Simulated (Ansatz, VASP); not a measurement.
# FeAs (Westerveldite) in two plane-wave programs, part 2 of 2

One calculation is typed for both programs; each brings its own data sets and cutoff. How far apart do they land?  The cell comes out of the VASP series on this material, whose earlier steps may have relaxed, scaled or displaced it; both programs get it as it stands.

VASP 6.6.1 and Ansatz 0.2.0.

So far: Set-up; Ansatz: zone-centre phonons, PBEsol, DFT+U.

## Step 3: VASP: zone-centre phonons, PBEsol, DFT+U

Level of this step: PBEsol, DFT+U (Fe d 3 eV), spin-polarised from a ferromagnetic start; plane waves and PAW (Fe, As) (VASP).

The same cell, functional, mesh and smearing now go to VASP, with its own data sets and cutoff.

Lines of VASP's logs that name or quote its potential files are left out, and so is its time.

Contents of INCAR:

```
SYSTEM = FeAs
PREC = Accurate
ENCUT = 400
EDIFF = 1E-08
NELM = 100
ISMEAR = 1
SIGMA = 0.2
LREAL = .FALSE.
ALGO = Normal
GGA = PS
NBANDS = 45
ISPIN = 2
MAGMOM = 2.728 2.728 2.728 2.728 -0.107 -0.107 -0.107 -0.107
LDAU = .TRUE.
LDAUTYPE = 2
LDAUL = 2 -1
LDAUU = 3 0
LDAUJ = 0 0
LDAUPRINT = 1
LASPH = .TRUE.
LMAXMIX = 4
LORBIT = 11
LWAVE = .FALSE.
LCHARG = .FALSE.
KPAR = 4
IBRION = 6
NFREE = 2
POTIM = 0.015
ISIF = 2
NSW = 1
```

Contents of POSCAR:

```
FeAs
1.0
    5.7857844362      0.0000000000      0.0000000000
    0.0000000000      3.3769213694      0.0000000000
    0.0000000000      0.0000000000      5.9710901298
Fe As
4 4
Direct
    0.9899898617      0.7500000000      0.1777621691
    0.0100101383      0.2500000000      0.8222378309
    0.5100101383      0.2500000000      0.6777621691
    0.4899898617      0.7500000000      0.3222378309
    0.8141077932      0.7500000000      0.5824691425
    0.1858922068      0.2500000000      0.4175308575
    0.6858922068      0.2500000000      0.0824691425
    0.3141077932      0.7500000000      0.9175308575
```

Contents of KPOINTS:

```
Automatic mesh
0
Gamma
5 9 5
0 0 0
```

PAW data sets: Fe and As (PBE family, release 64).

Launch:

```
mpirun -np 4 vasp_std
```

Numbers of over 12 decimals in the logs are rounded to 6 here.

Log:

```text
[banner, memory and clock lines left out]
running    4 mpi-ranks, on    1 nodes
 distrk:  each k-point on    1 cores,    4 groups
 distr:  one band on    1 cores,    1 groups

 POSCAR found type information on POSCAR FeAs
 POSCAR found :  2 types and       8 ions
|                                                                             |
|               ----> ADVICE to this user running VASP <----                  |
|                                                                             |
|     You enforced a specific xc type in the INCAR file but a different       |
|     [... a line on the potential file left out ...]
|     I HOPE YOU KNOW WHAT YOU ARE DOING!                                     |
|                                                                             |

 LDA part: xc-table for (Slater+PW92), standard interpolation
 POSCAR, INCAR and KPOINTS ok, starting setup
 FFT: planning ... GRIDC
 FFT: planning ... GRID_SOFT
 FFT: planning ... GRID
 WAVECAR not read
 entering main loop
       N       E                     dE             d eps       ncg     rms          rms(c)
DAV:   1     0.354263391542E+03    0.35426E+03   -0.17367E+04  8100   0.991E+02
DAV:   2    -0.188547623818E+02   -0.37312E+03   -0.34863E+03  8135   0.269E+02
DAV:   3    -0.506521157362E+02   -0.31797E+02   -0.29539E+02  9453   0.927E+01
DAV:   4    -0.517329320676E+02   -0.10808E+01   -0.10686E+01  9982   0.165E+01
DAV:   5    -0.517542653662E+02   -0.21333E-01   -0.21314E-01  9609   0.211E+00    0.272E+01
DAV:   6    -0.551182135628E+02   -0.33639E+01   -0.57899E+01 10120   0.101E+02    0.346E+01
DAV:   7    -0.469163009956E+02    0.82019E+01   -0.21695E+01  9609   0.677E+01    0.859E+00
DAV:   8    -0.473549582208E+02   -0.43866E+00   -0.22873E+00 10852   0.713E+00    0.573E+00
DAV:   9    -0.473180226528E+02    0.36936E-01   -0.38195E-01 10227   0.673E+00    0.202E+00
DAV:  10    -0.473374176753E+02   -0.19395E-01   -0.11571E-01 11011   0.220E+00    0.973E-01
DAV:  11    -0.473561298912E+02   -0.18712E-01   -0.56391E-02 10340   0.178E+00    0.550E-01
DAV:  12    -0.473621573410E+02   -0.60274E-02   -0.11498E-02 10957   0.690E-01    0.352E-01
DAV:  13    -0.473657019975E+02   -0.35447E-02   -0.10861E-02 12014   0.595E-01    0.191E-01
DAV:  14    -0.473662670575E+02   -0.56506E-03   -0.19766E-03 10049   0.302E-01    0.786E-02
[...]
DAV:  18    -0.473666604610E+02   -0.32947E-04   -0.88579E-05 11210   0.424E-02    0.144E-02
DAV:  19    -0.473666789035E+02   -0.18443E-04   -0.82368E-05 12274   0.380E-02    0.830E-03
DAV:  20    -0.473666853801E+02   -0.64765E-05   -0.32944E-05 11796   0.256E-02    0.556E-03
DAV:  21    -0.473666873663E+02   -0.19863E-05   -0.51858E-06 11132   0.127E-02    0.305E-03
DAV:  22    -0.473666879180E+02   -0.55164E-06   -0.23667E-06 12406   0.878E-03    0.147E-03
DAV:  23    -0.473666880267E+02   -0.10869E-06   -0.52884E-07 10256   0.381E-03    0.894E-04
DAV:  24    -0.473666880457E+02   -0.19083E-07   -0.14926E-07  7667   0.192E-03    0.381E-04
DAV:  25    -0.473666880518E+02   -0.60363E-08   -0.33799E-08  6349   0.114E-03
   1 F= -.47366688E+02 E0= -.47364396E+02  d E =-.687572E-02  mag=    10.1398
[...]
10 F= -.47366002E+02 E0= -.47363795E+02  d E =-.661835E-02  mag=    10.1418
[...]
11 F= -.47366002E+02 E0= -.47363795E+02  d E =-.661868E-02  mag=    10.1418
[...]
12 F= -.47365789E+02 E0= -.47363581E+02  d E =-.662217E-02  mag=    10.1341
 Finite differences progress:
  Degree of freedom:   6/  6
  Displacement:        1/  2
  Total:              11/ 12
 bond charge predicted
       N       E                     dE             d eps       ncg     rms          rms(c)
DAV:   1    -0.473644860932E+02    0.13026E-02   -0.27146E-01 11875   0.183E+00    0.266E-01
DAV:   2    -0.473674115150E+02   -0.29254E-02   -0.20894E-02 16831   0.217E+00    0.580E-01
DAV:   3    -0.473659005920E+02    0.15109E-02   -0.70962E-03 15007   0.155E+00    0.127E-01
DAV:   4    -0.473659332144E+02   -0.32622E-04   -0.52664E-04 17716   0.366E-01    0.901E-02
DAV:   5    -0.473659245098E+02    0.87047E-05   -0.24402E-04 15736   0.303E-01    0.663E-02
DAV:   6    -0.473659231756E+02    0.13342E-05   -0.73622E-05 16818   0.140E-01    0.224E-02
DAV:   7    -0.473659347683E+02   -0.11593E-04   -0.31066E-05 15894   0.491E-02    0.167E-02
DAV:   8    -0.473659379219E+02   -0.31536E-05   -0.10707E-05 14769   0.496E-02    0.141E-02
DAV:   9    -0.473659393245E+02   -0.14026E-05   -0.50041E-06 14696   0.376E-02    0.872E-03
DAV:  10    -0.473659416521E+02   -0.23276E-05   -0.42400E-06 17158   0.181E-02    0.560E-03
DAV:  11    -0.473659431709E+02   -0.15188E-05   -0.40319E-06 17848   0.138E-02    0.255E-03
DAV:  12    -0.473659435776E+02   -0.40669E-06   -0.11791E-06 15132   0.563E-03    0.184E-03
DAV:  13    -0.473659437702E+02   -0.19252E-06   -0.52352E-07 15068   0.424E-03    0.118E-03
DAV:  14    -0.473659438459E+02   -0.75779E-07   -0.28392E-07 13853   0.354E-03    0.634E-04
DAV:  15    -0.473659438745E+02   -0.28576E-07   -0.12123E-07 11466   0.170E-03    0.415E-04
DAV:  16    -0.473659438855E+02   -0.10971E-07   -0.33906E-08  8218   0.892E-04    0.283E-04
DAV:  17    -0.473659438903E+02   -0.48226E-08   -0.22792E-08  7601   0.822E-04
  13 F= -.47365944E+02 E0= -.47363570E+02  d E =-.712042E-02  mag=    10.1458
 Finite differences progress:
  Degree of freedom:   6/  6
  Displacement:        2/  2
  Total:              12/ 12
```

Parts of OUTCAR (step 3):

```text
ion  position               nearest neighbor table
   1  0.990  0.750  0.178-   8 2.44   6 2.49   6 2.49   7 2.50   7 2.50   5 2.62   2 2.71   2 2.71
                             4 3.02   4 3.02
   2  0.010  0.250  0.822-   7 2.44   5 2.49   5 2.49   8 2.50   8 2.50   6 2.62   1 2.71   1 2.71
                             3 3.02   3 3.02
   3  0.510  0.250  0.678-   6 2.44   8 2.49   8 2.49   5 2.50   5 2.50   7 2.62   4 2.71   4 2.71
                             2 3.02   2 3.02
   4  0.490  0.750  0.322-   5 2.44   7 2.49   7 2.49   6 2.50   6 2.50   8 2.62   3 2.71   3 2.71
                             1 3.02   1 3.02
   5  0.814  0.750  0.582-   4 2.44   2 2.49   2 2.49   3 2.50   3 2.50   1 2.62   6 2.91   6 2.91

  LATTYP: Found a simple orthorhombic cell.
 ALAT       =     3.3769213694
 B/A-ratio  =     1.7133311094
 C/A-ratio  =     1.7682052605

 Subroutine GETGRP returns: Found  8 space group operations
 (whereof  2 operations were pure point group operations)

The static configuration has the point symmetry S_2 .
 The point group associated with its full space group is D_2h.

 Found     45 irreducible k-points:

   k-points           NKPTS =     45   k-points in BZ     NKDIM =     45   number of bands    NBANDS=     45

   dimension x,y,z NGX =    40 NGY =   24 NGZ =   40
   dimension x,y,z NGXF=    80 NGYF=   48 NGZF=   80

   ENCUT  =  400.0 eV  29.40 Ry    5.42 a.u.   9.44  5.51  9.74*2*pi/ulx,y,z

   NELECT =      52.0000    total number of electrons

 k-points in reciprocal lattice and weights: Automatic mesh
   0.00000000  0.00000000  0.00000000       0.004
   0.20000000  0.00000000  0.00000000       0.009
   0.40000000  0.00000000  0.00000000       0.009
   0.00000000  0.11111111  0.00000000       0.009
   0.20000000  0.11111111  0.00000000       0.018
   0.40000000  0.11111111  0.00000000       0.018
   0.00000000  0.22222222  0.00000000       0.009
   0.20000000  0.22222222  0.00000000       0.018
   0.40000000  0.22222222  0.00000000       0.018
[...]
0.20000000  0.44444444  0.40000000       0.036
   0.40000000  0.44444444  0.40000000       0.036

atom =   1  type =  1  l = 2

 onsite density matrix

spin component  1

  0.8757 -0.0089  0.0000  0.0000 -0.0000
 -0.0089  0.8993  0.0000  0.0000  0.0000
  0.0000  0.0000  0.9205  0.0136 -0.0017
  0.0000  0.0000  0.0136  0.9035  0.0119
 -0.0000  0.0000 -0.0017  0.0119  0.9300

spin component  2

  0.5902 -0.1523 -0.0000 -0.0000  0.0000
 -0.1523  0.5513 -0.0000 -0.0000 -0.0000
 -0.0000 -0.0000  0.2338 -0.0090 -0.0671
 -0.0000 -0.0000 -0.0090  0.2386  0.0121
  0.0000 -0.0000 -0.0671  0.0121  0.2102

 occupancies and eigenvectors

  o =  0.1538  v =  0.0000  0.0000  0.0000  0.0000  0.0000 -0.0000 -0.0000 -0.6388  0.0425 -0.7682      0.0000  0.0000  0.0000  0.0000  0.0000  0.0000  0.0000  0.0000  0.0000  0.0000
  o =  0.2348  v =  0.0000  0.0000  0.0000  0.0000  0.0000 -0.0000 -0.0000 -0.2236 -0.9656  0.1325      0.0000  0.0000  0.0000  0.0000  0.0000  0.0000  0.0000  0.0000  0.0000  0.0000
  o =  0.2940  v =  0.0000  0.0000  0.0000  0.0000  0.0000 -0.0000 -0.0000 -0.7362  0.2564  0.6264      0.0000  0.0000  0.0000  0.0000  0.0000  0.0000  0.0000  0.0000  0.0000  0.0000
[...]
Eigenvectors and eigenvalues of the dynamical matrix
 ----------------------------------------------------

   1 f  =    7.722566 THz    48.522313 2PiTHz  257.597073 cm-1    31.937952 meV
             X         Y         Z           dx          dy          dz
      5.727868  2.532691  1.061434    -0.256935    0.000000    0.259495
      0.057917  0.844230  4.909656    -0.256935   -0.000000    0.259495
      2.950809  0.844230  4.046979     0.256935    0.000000    0.259495
      2.834976  2.532691  1.924111     0.256935   -0.000000    0.259495
      4.710252  2.532691  3.477976    -0.257853    0.000000   -0.223961
      1.075532  0.844230  2.493114    -0.257853    0.000000   -0.223961
      3.968424  0.844230  0.492431     0.257853    0.000000   -0.223961
      1.817360  2.532691  5.478659     0.257853   -0.000000   -0.223961

   2 f  =    7.538343 THz    47.364805 2PiTHz  251.452051 cm-1    31.176067 meV
             X         Y         Z           dx          dy          dz
      5.727868  2.532691  1.061434     0.379303    0.000000   -0.108965
      0.057917  0.844230  4.909656    -0.379303   -0.000000    0.108965
      2.950809  0.844230  4.046979     0.379303    0.000000    0.108965
      2.834976  2.532691  1.924111    -0.379303   -0.000000   -0.108965
      4.710252  2.532691  3.477976     0.082444   -0.000000    0.295735
      1.075532  0.844230  2.493114    -0.082444   -0.000000   -0.295735
      3.968424  0.844230  0.492431     0.082444    0.000000   -0.295735
      1.817360  2.532691  5.478659    -0.082444   -0.000000    0.295735

   3 f  =    7.469820 THz    46.934262 2PiTHz  249.166367 cm-1    30.892678 meV
             X         Y         Z           dx          dy          dz
      5.727868  2.532691  1.061434     0.037273   -0.000000    0.372287
      0.057917  0.844230  4.909656    -0.037273    0.000000   -0.372287
      2.950809  0.844230  4.046979    -0.037273   -0.000000    0.372287
      2.834976  2.532691  1.924111     0.037273   -0.000000   -0.372287
      4.710252  2.532691  3.477976     0.323318   -0.000000    0.074018
      1.075532  0.844230  2.493114    -0.323318    0.000000   -0.074018
      3.968424  0.844230  0.492431    -0.323318   -0.000000    0.074018
      1.817360  2.532691  5.478659     0.323318   -0.000000   -0.074018

   4 f  =    7.248908 THz    45.546235 2PiTHz  241.797559 cm-1    29.979063 meV
             X         Y         Z           dx          dy          dz
      5.727868  2.532691  1.061434     0.359576   -0.000000    0.019611
      0.057917  0.844230  4.909656     0.359576    0.000000    0.019611
      2.950809  0.844230  4.046979     0.359576   -0.000000   -0.019611
      2.834976  2.532691  1.924111     0.359576   -0.000000   -0.019611
      4.710252  2.532691  3.477976    -0.310495    0.000000   -0.154639
      1.075532  0.844230  2.493114    -0.310495   -0.000000   -0.154639
      3.968424  0.844230  0.492431    -0.310495    0.000000    0.154639
      1.817360  2.532691  5.478659    -0.310495   -0.000000    0.154639

   5 f  =    6.584019 THz    41.368610 2PiTHz  219.619227 cm-1    27.229302 meV
             X         Y         Z           dx          dy          dz
      5.727868  2.532691  1.061434    -0.118836    0.000000   -0.453234
      0.057917  0.844230  4.909656     0.118836    0.000000    0.453234
      2.950809  0.844230  4.046979    -0.118836    0.000000    0.453234
      2.834976  2.532691  1.924111     0.118836    0.000000   -0.453234
      4.710252  2.532691  3.477976     0.163793    0.000000   -0.060242
      1.075532  0.844230  2.493114    -0.163793    0.000000    0.060242
      3.968424  0.844230  0.492431     0.163793   -0.000000    0.060242
      1.817360  2.532691  5.478659    -0.163793   -0.000000   -0.060242

   6 f  =    6.525527 THz    41.001092 2PiTHz  217.668134 cm-1    26.987397 meV
             X         Y         Z           dx          dy          dz
      5.727868  2.532691  1.061434     0.355909    0.000000    0.255773
      0.057917  0.844230  4.909656     0.355909    0.000000    0.255773
      2.950809  0.844230  4.046979    -0.355909    0.000000    0.255773
      2.834976  2.532691  1.924111    -0.355909    0.000000    0.255773
      4.710252  2.532691  3.477976     0.094852   -0.000000   -0.221161
      1.075532  0.844230  2.493114     0.094852   -0.000000   -0.221161
      3.968424  0.844230  0.492431    -0.094852   -0.000000   -0.221161
      1.817360  2.532691  5.478659    -0.094852   -0.000000   -0.221161

   7 f  =    6.451106 THz    40.533495 2PiTHz  215.185735 cm-1    26.679619 meV
             X         Y         Z           dx          dy          dz
      5.727868  2.532691  1.061434    -0.000000   -0.378642    0.000000
      0.057917  0.844230  4.909656     0.000000   -0.378642    0.000000
      2.950809  0.844230  4.046979    -0.000000   -0.378642    0.000000
      2.834976  2.532691  1.924111    -0.000000   -0.378642   -0.000000
      4.710252  2.532691  3.477976     0.000000    0.326543   -0.000000
      1.075532  0.844230  2.493114    -0.000000    0.326543    0.000000
      3.968424  0.844230  0.492431     0.000000    0.326543   -0.000000
      1.817360  2.532691  5.478659    -0.000000    0.326543   -0.000000

   8 f  =    5.874745 THz    36.912110 2PiTHz  195.960395 cm-1    24.295982 meV
             X         Y         Z           dx          dy          dz
      5.727868  2.532691  1.061434     0.454822   -0.000000   -0.090791
      0.057917  0.844230  4.909656    -0.454822   -0.000000    0.090791
      2.950809  0.844230  4.046979    -0.454822   -0.000000   -0.090791
      2.834976  2.532691  1.924111     0.454822   -0.000000    0.090791
      4.710252  2.532691  3.477976     0.089630    0.000000   -0.163892
      1.075532  0.844230  2.493114    -0.089630    0.000000    0.163892
      3.968424  0.844230  0.492431    -0.089630   -0.000000   -0.163892
      1.817360  2.532691  5.478659     0.089630   -0.000000    0.163892

   9 f  =    5.119254 THz    32.165218 2PiTHz  170.759916 cm-1    21.171522 meV
             X         Y         Z           dx          dy          dz
      5.727868  2.532691  1.061434    -0.000000    0.498430    0.000000
      0.057917  0.844230  4.909656     0.000000    0.498430    0.000000
      2.950809  0.844230  4.046979    -0.000000   -0.498430   -0.000000
      2.834976  2.532691  1.924111     0.000000   -0.498430   -0.000000
      4.710252  2.532691  3.477976     0.000000   -0.039598    0.000000
      1.075532  0.844230  2.493114    -0.000000   -0.039598   -0.000000
      3.968424  0.844230  0.492431     0.000000    0.039598   -0.000000
      1.817360  2.532691  5.478659    -0.000000    0.039598    0.000000

  10 f  =    5.087906 THz    31.968254 2PiTHz  169.714264 cm-1    21.041877 meV
             X         Y         Z           dx          dy          dz
      5.727868  2.532691  1.061434     0.000000   -0.473843   -0.000000
      0.057917  0.844230  4.909656    -0.000000    0.473843    0.000000
      2.950809  0.844230  4.046979     0.000000   -0.473843    0.000000
      2.834976  2.532691  1.924111    -0.000000    0.473843   -0.000000
      4.710252  2.532691  3.477976    -0.000000   -0.159601   -0.000000
      1.075532  0.844230  2.493114     0.000000    0.159601    0.000000
      3.968424  0.844230  0.492431    -0.000000   -0.159601    0.000000
      1.817360  2.532691  5.478659     0.000000    0.159601   -0.000000

  11 f  =    5.081389 THz    31.927310 2PiTHz  169.496899 cm-1    21.014928 meV
             X         Y         Z           dx          dy          dz
      5.727868  2.532691  1.061434    -0.102862   -0.000000    0.179642
      0.057917  0.844230  4.909656     0.102862    0.000000   -0.179642
      2.950809  0.844230  4.046979    -0.102862   -0.000000   -0.179642
      2.834976  2.532691  1.924111     0.102862    0.000000    0.179642
    [... 144 further lines ...]
      1.075532  0.844230  2.493114    -0.000176    0.000000    0.378430
      3.968424  0.844230  0.492431     0.000176    0.000000    0.378430
      1.817360  2.532691  5.478659     0.000176    0.000000    0.378430

 ELASTIC MODULI CONTR FROM IONIC RELAXATION (kBar)
 Direction    XX          YY          ZZ          XY          YZ          ZX
 --------------------------------------------------------------------------------
 XX         -83.6259     33.6239     -5.7049      0.0000      0.0000     -0.0000
 YY          33.6239   -125.3930     86.8653      0.0000     -0.0000     -0.0000
 ZZ          -5.7049     86.8653   -103.1527     -0.0000      0.0000      0.0000
 XY           0.0000      0.0000     -0.0000   -496.7525     -0.0000     -0.0000
 YZ           0.0000     -0.0000      0.0000     -0.0000   -116.6626      0.0000
 ZX          -0.0000     -0.0000      0.0000     -0.0000      0.0000    -93.6648
 --------------------------------------------------------------------------------

 total charge
# of ion       s       p       d       tot
------------------------------------------
    1        0.386   0.472   6.323   7.181
    2        0.386   0.472   6.323   7.181
    3        0.386   0.472   6.323   7.181
    4        0.386   0.472   6.323   7.181
    5        1.249   1.480   0.074   2.802
    6        1.249   1.480   0.074   2.802
    7        1.249   1.480   0.074   2.802
    8        1.249   1.480   0.074   2.802
--------------------------------------------------
tot          6.541   7.806  25.586  39.932

 magnetization (x)
# of ion       s       p       d       tot
------------------------------------------
    1        0.020   0.005   2.711   2.736
    2        0.020   0.005   2.711   2.736
    3        0.020   0.005   2.711   2.736
    4        0.020   0.005   2.711   2.736
    5        0.027  -0.126  -0.004  -0.103
    6        0.027  -0.126  -0.004  -0.103
    7        0.027  -0.126  -0.004  -0.103
    8        0.027  -0.126  -0.004  -0.103
--------------------------------------------------
tot          0.186  -0.482  10.827  10.531
```

A U on the itinerant d states of such a compound is hard to justify; it moves the bands at the Fermi level.

## Step 4: Comparison

Known differences besides the PAW data sets themselves: U acts on the PAW sphere in VASP and on atomic orbitals in Ansatz, so only states and trends compare; the data sets hold 124 valence electrons in Ansatz (default PAW (the set named soft_2) files) and 52 in VASP; the cutoff is 420 eV in Ansatz and 400 eV in VASP; Ansatz makes its cores anew for this functional, VASP keeps those of its PBE data sets; VASP uses finite displacements, Ansatz perturbation theory. Total energies have different zeros and are not compared.

Compared:

| quantity | Ansatz | VASP | difference |
| --- | --- | --- | --- |
| mode 4 (cm⁻¹) | 116.3 | 75.5 | +54.15 % |
| mode 5 (cm⁻¹) | 118.6 | 118.6 | +0.00 % |
| mode 6 (cm⁻¹) | 121.0 | 125.3 | -3.39 % |
| mode 7 (cm⁻¹) | 126.2 | 125.6 | +0.51 % |
| mode 8 (cm⁻¹) | 139.4 | 143.0 | -2.55 % |
| mode 9 (cm⁻¹) | 139.6 | 148.6 | -6.06 % |
| mode 10 (cm⁻¹) | 146.8 | 152.9 | -3.96 % |
| mode 11 (cm⁻¹) | 150.9 | 152.9 | -1.33 % |
| mode 12 (cm⁻¹) | 164.2 | 159.7 | +2.83 % |
| mode 13 (cm⁻¹) | 169.0 | 168.3 | +0.43 % |
| mode 14 (cm⁻¹) | 171.0 | 169.5 | +0.88 % |
| mode 15 (cm⁻¹) | 175.4 | 169.7 | +3.36 % |
| mode 16 (cm⁻¹) | 189.7 | 170.8 | +11.12 % |
| mode 17 (cm⁻¹) | 212.4 | 196.0 | +8.40 % |
| mode 18 (cm⁻¹) | 215.2 | 215.2 | -0.01 % |
| mode 19 (cm⁻¹) | 220.8 | 217.7 | +1.46 % |
| mode 20 (cm⁻¹) | 238.6 | 219.6 | +8.63 % |
| mode 21 (cm⁻¹) | 249.9 | 241.8 | +3.36 % |
| mode 22 (cm⁻¹) | 251.8 | 249.2 | +1.04 % |
| mode 23 (cm⁻¹) | 257.0 | 251.5 | +2.21 % |
| mode 24 (cm⁻¹) | 269.8 | 257.6 | +4.73 % |

## Step 5: Outcome

- difference in mode 4 (zone-centre phonons, PBEsol, DFT+U): 54 %

**Reading.** The difference in mode 4 is 54 % (zone-centre phonons, PBEsol, DFT+U), beyond the 3 % picked in this series as the mark of a large difference. How closely two codes agree says nothing of how well the functional describes the real material.

[Lines on the potential files, build, host, timing and source positions are cut from VASP's logs without a mark.]

[Logs are printed without paths, hosts, clocks, repeated set-up lines and the standing remarks that a program may print on its own settings, such as how far it seeks lower states.]

[Hosts, paths, dates, database ids (printed as entryN), source tags and the programs' standing remarks are cut or masked in the printed files.]
